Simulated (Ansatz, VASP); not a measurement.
# Cross-check of MgPbS3 between VASP and Ansatz, part 2 of 2

One calculation is typed for both programs; each brings its own data sets. How far apart do they land? The cell is generated by rule, not measured, and may not be a known phase. The two relaxations start from unlike cells of this crystal (the structure described is Ansatz's start), so only their ends are compared.

VASP 6.6.1 and Ansatz 0.2.0.

So far: Set-up; Ansatz: relaxation of cell and atoms, PBEsol.

## 3. VASP: relaxation of cell and atoms, PBEsol

Level of this step: PBEsol; plane waves and PAW (Mg, Pb_d, S); invented cell (VASP).

Its own start cell and the same functional, mesh and smearing now go to VASP, with its own data sets.

Lines of VASP's logs that name or quote its potential files are left out, and so is its time.

INCAR reads:

```
SYSTEM = MgPbS3
PREC = Accurate
ENCUT = 600
EDIFF = 1E-07
NELM = 120
ISMEAR = 1
SIGMA = 0.2
LREAL = .FALSE.
ALGO = Normal
GGA = PS
NBANDS = 44
LORBIT = 11
LWAVE = .FALSE.
LCHARG = .FALSE.
ISIF = 3
IBRION = 2
NSW = 80
EDIFFG = -0.005
LASPH = .TRUE.
GGA_COMPAT = .FALSE.
NELMIN = 4
KPAR = 2
```

POSCAR reads:

```
MgPbS3
1.0
    3.7590309487      0.0000000000      0.0000000000
    0.0000000000      3.7590309487      0.0000000000
    0.0000000000      0.0000000000     16.1397036100
Mg Pb S
2 2 6
Direct
    0.0000000000      0.0000000000      0.5000000000
    0.0000000000      0.0000000000      0.0000000000
    0.5000000000      0.5000000000      0.2500000000
    0.5000000000      0.5000000000      0.7500000000
    0.5000000000      0.5000000000      0.0000000000
    0.5000000000      0.5000000000      0.5000000000
    0.5000000000      0.0000000000      0.3581046514
    0.5000000000      0.0000000000      0.6418953486
    0.0000000000      0.5000000000      0.1418953486
    0.0000000000      0.5000000000      0.8581046514
```

KPOINTS reads:

```
Automatic mesh
0
Gamma
8 8 4
0 0 0
```

The projector-augmented-wave data sets are Mg, Pb_d and S (PBE family, release 64).

On the command line:

```
mpirun -np 2 vasp_std
```

Numbers of over 12 decimals in the logs are rounded to 6 here.

The log of the run:

```text
[banner, memory and clock lines left out]
running    2 mpi-ranks, on    1 nodes
 distrk:  each k-point on    1 cores,    2 groups
 distr:  one band on    1 cores,    1 groups

 POSCAR found type information on POSCAR MgPbS
 POSCAR found :  3 types and      10 ions
|                                                                             |
|               ----> ADVICE to this user running VASP <----                  |
|                                                                             |
|     You enforced a specific xc type in the INCAR file but a different       |
|     [... a line on the potential file left out ...]
|     I HOPE YOU KNOW WHAT YOU ARE DOING!                                     |
|                                                                             |

 LDA part: xc-table for (Slater+PW92), standard interpolation
 POSCAR, INCAR and KPOINTS ok, starting setup
 FFT: planning ... GRIDC
 FFT: planning ... GRID_SOFT
 FFT: planning ... GRID
 WAVECAR not read
 entering main loop
       N       E                     dE             d eps       ncg     rms          rms(c)
DAV:   1     0.670122507964E+03    0.67012E+03   -0.31972E+04  3968   0.164E+03
DAV:   2     0.624306625506E+02   -0.60769E+03   -0.58036E+03  4140   0.386E+02
DAV:   3    -0.374799188337E+02   -0.99911E+02   -0.95569E+02  5364   0.166E+02
DAV:   4    -0.433805334071E+02   -0.59006E+01   -0.58396E+01  4832   0.412E+01
DAV:   5    -0.436462142590E+02   -0.26568E+00   -0.26535E+00  5580   0.966E+00    0.148E+01
DAV:   6    -0.419735754700E+02    0.16726E+01   -0.35285E+00  5648   0.146E+01    0.101E+01
DAV:   7    -0.418775304849E+02    0.96045E-01   -0.14463E+00  4840   0.452E+00    0.229E+00
DAV:   8    -0.418633432173E+02    0.14187E-01   -0.11074E-01  5740   0.219E+00    0.935E-01
DAV:   9    -0.418598479204E+02    0.34953E-02   -0.21233E-02  5308   0.736E-01    0.204E-01
DAV:  10    -0.418600262674E+02   -0.17835E-03   -0.26822E-03  5896   0.301E-01    0.128E-01
DAV:  11    -0.418601117959E+02   -0.85528E-04   -0.27006E-04  4916   0.655E-02    0.455E-02
DAV:  12    -0.418601568195E+02   -0.45024E-04   -0.63511E-05  4556   0.452E-02    0.221E-02
DAV:  13    -0.418601671785E+02   -0.10359E-04   -0.18099E-05  4768   0.172E-02    0.751E-03
DAV:  14    -0.418601679965E+02   -0.81800E-06   -0.22217E-06  4504   0.718E-03    0.514E-03
DAV:  15    -0.418601681786E+02   -0.18215E-06   -0.25889E-07  4108   0.235E-03    0.188E-03
DAV:  16    -0.418601682380E+02   -0.59353E-07   -0.63222E-08  2884   0.182E-03
   1 F= -.41860168E+02 E0= -.41862334E+02  d E =-.418602E+02
[... from here on, the cycles between the ionic steps are left out ...]
   2 F= -.41861285E+02 E0= -.41863479E+02  d E =-.111695E-02
   3 F= -.41861344E+02 E0= -.41863548E+02  d E =-.117530E-02
   4 F= -.41862074E+02 E0= -.41864263E+02  d E =-.730330E-03
   5 F= -.41862374E+02 E0= -.41864549E+02  d E =-.103005E-02
   6 F= -.41862713E+02 E0= -.41864894E+02  d E =-.339775E-03
   7 F= -.41862964E+02 E0= -.41865152E+02  d E =-.590181E-03
   8 F= -.41862984E+02 E0= -.41865175E+02  d E =-.610771E-03
   9 F= -.41862995E+02 E0= -.41865211E+02  d E =-.110021E-04
 trial-energy change:   -0.000011  1 .order   -0.000012   -0.000232    0.000209
 step:   0.9425(harm=  0.9459)  dis= 0.00085  next Energy=   -41.863045 (dE=-0.608E-04)
 bond charge predicted
       N       E                     dE             d eps       ncg     rms          rms(c)
DAV:   1    -0.418635769826E+02   -0.58154E-03   -0.20723E-02  5292   0.135E+00    0.143E-01
DAV:   2    -0.418631324466E+02    0.44454E-03   -0.13222E-03  5552   0.374E-01    0.544E-02
DAV:   3    -0.418630418881E+02    0.90558E-04   -0.30917E-04  5380   0.176E-01    0.175E-02
DAV:   4    -0.418630432581E+02   -0.13700E-05   -0.17699E-05  5052   0.227E-02    0.837E-03
DAV:   5    -0.418630448765E+02   -0.16183E-05   -0.14822E-06  5784   0.804E-03    0.323E-03
DAV:   6    -0.418630457736E+02   -0.89711E-06   -0.23950E-07  3348   0.349E-03    0.807E-04
DAV:   7    -0.418630457743E+02   -0.76670E-09   -0.71413E-08  2196   0.223E-03
  10 F= -.41863046E+02 E0= -.41865250E+02  d E =-.614140E-04
 curvature:  -0.80 expect dE=-0.164E-04 dE for cont linesearch -0.286E-07
 trial: gam= 0.17777 g(F)=  0.396E-07 g(S)=  0.203E-04 ort =-0.279E-05 (trialstep = 0.163E+01)
 search vector abs. value=  0.263E-04
 reached required accuracy - stopping structural energy minimisation
```

OUTCAR, selected parts (step 3):

```text
ion  position               nearest neighbor table
   1  0.000  0.000  0.500-   6 2.66   6 2.66   6 2.66   6 2.66   8 2.96   7 2.96   8 2.96   7 2.96

  LATTYP: Found a simple tetragonal cell.
 ALAT       =     3.7590309487
 C/A-ratio  =     4.2935809336

 Subroutine GETGRP returns: Found 16 space group operations
 (whereof  8 operations were pure point group operations)

The static configuration has the point symmetry D_2h.
 The point group associated with its full space group is D_4h.

 Found     45 irreducible k-points:

   k-points           NKPTS =     45   k-points in BZ     NKDIM =     45   number of bands    NBANDS=     44

   dimension x,y,z NGX =    30 NGY =   30 NGZ =  140
   dimension x,y,z NGXF=    60 NGYF=   60 NGZF=  280

   ENCUT  =  600.0 eV  44.10 Ry    6.64 a.u.   7.51  7.51 32.24*2*pi/ulx,y,z

   NELECT =      68.0000    total number of electrons

 k-points in reciprocal lattice and weights: Automatic mesh
   0.00000000  0.00000000  0.00000000       0.004
   0.12500000  0.00000000  0.00000000       0.016
   0.25000000  0.00000000  0.00000000       0.016
   0.37500000  0.00000000  0.00000000       0.016
   0.50000000  0.00000000  0.00000000       0.008
   0.12500000  0.12500000  0.00000000       0.016
   0.25000000  0.12500000  0.00000000       0.031
   0.37500000  0.12500000  0.00000000       0.031
   0.50000000  0.12500000  0.00000000       0.016
[...]
0.50000000  0.37500000  0.50000000       0.016
   0.50000000  0.50000000  0.50000000       0.004

 average (electrostatic) potential at core
       1 -37.2177       2 -37.2177       3 -92.6531       4 -92.6531       5 -86.3789
       6 -86.3789       7 -87.0969       8 -87.0969       9 -87.0969      10 -87.0969

 E-fermi :   4.5063

 k-point     1 :       0.0000    0.0000    0.0000
  band No.  band energies     occupation
    ...
     31       3.2545      2.00000
     32       4.0000      2.00201
     33       4.0000      2.00201
     34       4.1271      2.02206
     35       4.3081      2.04831
     36       6.0699     -0.00000
     37       6.5168     -0.00000
     38       6.8067     -0.00000
     39       6.9793     -0.00000
     40       7.3491     -0.00000
    ...

 k-point     2 :       0.1250    0.0000    0.0000
  band No.  band energies     occupation
    ...
     30       3.2837      2.00000
     31       3.3000      2.00000
     32       3.4857      2.00000
     33       3.9833      2.00136
     34       4.4293      1.60117
     35       4.8438     -0.03819
     36       5.7775     -0.00000
     37       6.8327     -0.00000
     38       7.2888     -0.00000
     39       7.4961     -0.00000
    ...

 k-point     3 :       0.2500    0.0000    0.0000
  band No.  band energies     occupation
    ...
     30       3.0742      2.00000
     31       3.3696      2.00000
     32       3.4111      2.00000
     33       3.9091      2.00020
     34       3.9728      2.00106
     35       5.0915     -0.00028
     36       5.7773     -0.00000
     37       7.1887     -0.00000
     38       7.6194     -0.00000
     39       7.9204     -0.00000
    ...

  Total       -0.0432017     -0.0432017      0.0218600      0.0000000      0.0000000      0.0000000
  in kB       -0.3024587     -0.3024587      0.1530435      0.0000000      0.0000000      0.0000000
  external PRESSURE =      -0.1506246 kB  Pullay stress =       0.0000000 kB

  energy-cutoff  :      600.00
  volume of cell :      228.85
      direct lattice vectors                 reciprocal lattice vectors
     3.750405497 -0.000000000  0.000000000     0.266637834 -0.000000000  0.000000000
     0.000000000  3.750405497  0.000000000     0.000000000  0.266637834  0.000000000
     0.000000000  0.000000000 16.270051846     0.000000000  0.000000000  0.061462619

 POSITION                                       TOTAL-FORCE (eV/Angst)
 -----------------------------------------------------------------------------------
      0.00000      3.75041      8.13503         0.000000      0.000000      0.000000
      0.00000      3.75041      0.00000         0.000000      0.000000      0.000000
      1.87520      1.87520      4.06751         0.000000      0.000000      0.000000
      1.87520      1.87520     12.20254         0.000000      0.000000     -0.000000
      1.87520      1.87520      0.00000         0.000000      0.000000      0.000000
      1.87520      1.87520      8.13503         0.000000      0.000000      0.000000
      1.87520     -0.00000      5.81224         0.000000     -0.000000     -0.000453
      1.87520      3.75041     10.45781         0.000000     -0.000000      0.000453
      0.00000      1.87520      2.32278         0.000000      0.000000      0.000453
      0.00000      1.87520     13.94727        -0.000000      0.000000     -0.000453
 -----------------------------------------------------------------------------------
    total drift:                                0.000000      0.000000      0.000000

  FREE ENERGIE OF THE ION-ELECTRON SYSTEM (eV)
  ---------------------------------------------------
  free  energy   TOTEN  =       -41.8630457743 eV

  energy  without entropy=      -41.8696573714  energy(sigma->0) =      -41.86524964

 reached required accuracy - stopping structural energy minimisation

 total charge
# of ion       s       p       d       tot
------------------------------------------
    1        0.125   0.100   0.029   0.254
    2        0.125   0.100   0.029   0.254
    3        1.278   0.873   9.870  12.020
    4        1.278   0.873   9.870  12.020
    5        1.340   2.342   0.000   3.682
    6        1.340   2.342   0.000   3.682
    7        1.382   2.249   0.000   3.631
    8        1.382   2.249   0.000   3.631
    9        1.382   2.249   0.000   3.631
   10        1.382   2.249   0.000   3.631
--------------------------------------------------
tot         11.015  15.623  19.798  46.436

[... 3 further parts left out ...]
```

## 4. Comparison

Known differences besides the potentials themselves: the data sets hold 84 valence electrons in Ansatz (on its PAW soft_1 files) and 68 in VASP; the cutoff is 420 eV in Ansatz and 600 eV in VASP; Ansatz makes its cores anew for this functional, VASP keeps those of its PBE data sets; Ansatz adds a Pulay correction to the stress that steers its cell, VASP none. Total energies have different zeros and are not compared.

Compared:

| quantity | Ansatz | VASP | difference |
| --- | --- | --- | --- |
| volume (Å³) | 228.98 | 228.85 | +0.06 % |
| edge a after relaxation, in the typed setting (Å) | 3.754 | 3.750 | +0.09 % |
| edge c after relaxation, in the typed setting (Å) | 16.251 | 16.270 | -0.12 % |

## 5. Results

```yaml
difference_in_edge_c_after_relaxation_in_the_typed_setting_relaxation_of_cell_and_atoms_pbesol: -0.12 %
```

In words: The difference in edge c after relaxation, in the typed setting is -0.12 % (relaxation of cell and atoms, PBEsol), within the 1.2 % picked in this series as the mark of a large difference, as far as the stopping tolerances let one tell. The data sets hold unlike numbers of valence electrons (84 in Ansatz and 68 in VASP), so part of the differences comes from the potentials. Such differences can come from data sets, numerical settings and the points named under the comparisons, not from the functional's error against experiment.

[Lines on the potential files, build, host, timing and source positions are cut from VASP's logs without a mark.]

[Logs are printed without paths, hosts, clocks, repeated set-up lines and the standing remarks that a program may print on its own settings, such as how far it seeks lower states.]

[Hosts, paths, dates, database ids (printed as entryN), source tags and the programs' standing remarks are cut or masked in the printed files.]
